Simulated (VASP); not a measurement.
Take WSi2 (MoSi2 type), from the solid elements, with no thermal terms, in VASP with PAW potentials, and its formation energy.

Task: One run gives -0.448 eV/atom. Which level is it?
A. r2SCAN
B. PBE
C. PBEsol

Result: C, PBEsol.  The others give -0.304 (r2SCAN), -0.338 (PBE).

Only levels that ran to the end are used. Left out are those held back, those with too coarse a band path, GW runs whose mesh misses a band edge, hybrids' fits of cells that aren't cubic and levels without matching references; a question may draw on a part of the rest.
